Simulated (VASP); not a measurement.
Level of theory: revPBE GGA, VASP's PBE PAW potentials (set 64) (plane waves; VASP 6.6.1).

VASP ran on this input.

POSCAR:
```
PbF2
1
    0.0000000000     3.0333611762     3.0333611762
    3.0333611762     0.0000000000     3.0333611762
    3.0333611762     3.0333611762     0.0000000000
Pb F
1 2
Direct
  0.0000000000   0.0000000000   0.0000000000
  0.2500000000   0.2500000000   0.2500000000
  0.7500000000   0.7500000000   0.7500000000
```

File KPOINTS:
```
Automatic mesh
0
Gamma
6 6 6
0 0 0
```

**INCAR**
```
! general
SYSTEM  = PbF2
PREC    = Accurate
ENCUT   = 520   ! plane-wave cut-off (eV)
LREAL   = .FALSE.   ! projection in real space or not
LASPH   = .TRUE.   ! aspherical one-centre terms

! electronic loop
EDIFF   = 1E-7
NELM    = 100   ! most electronic steps
ALGO    = Normal
LMAXMIX = 4

! smearing
ISMEAR  = 0   ! Gaussian
SIGMA   = 0.05   ! width (eV)

! functional
GGA     = RE   ! revPBE

! ions
ISIF    = 2   ! forces and stress, cell fixed

! output
LWAVE   = .FALSE.
LCHARG  = .FALSE.
```

POTCAR, in this order: Pb_d F (PBE.64 set). Program: vasp_std.

Unless said otherwise, spin-orbit coupling is left out, though it shifts the bands of the heavy elements here.

### Question
Estimate the energy per atom (σ→0), band gap (on the k-mesh).

### Answer

energy per atom (σ→0): -4.523 eV/atom
band gap (on the k-mesh): 4.51 eV

File OSZICAR:
```
...
DAV:   9    -0.135670701165E+02    0.20826E-02   -0.23853E-02   626   0.115E+00    0.116E-01
DAV:  10    -0.135692839054E+02   -0.22138E-02   -0.32351E-03   576   0.616E-01    0.344E-02
DAV:  11    -0.135692764013E+02    0.75042E-05   -0.19636E-04   614   0.158E-01    0.187E-02
DAV:  12    -0.135692955433E+02   -0.19142E-04   -0.96637E-05   640   0.105E-01    0.127E-02
DAV:  13    -0.135692938558E+02    0.16875E-05   -0.36340E-05   612   0.662E-02    0.498E-03
DAV:  14    -0.135692937026E+02    0.15323E-06   -0.27452E-06   614   0.128E-02    0.903E-04
DAV:  15    -0.135692937628E+02   -0.60209E-07   -0.67878E-08   448   0.227E-03
   1 F= -.13569294E+02 E0= -.13569294E+02  d E =-.157429E-14
```

The compound is PbF2 in the fluorite structure, the β form. It was relaxed first, which changed the volume by +7 %.
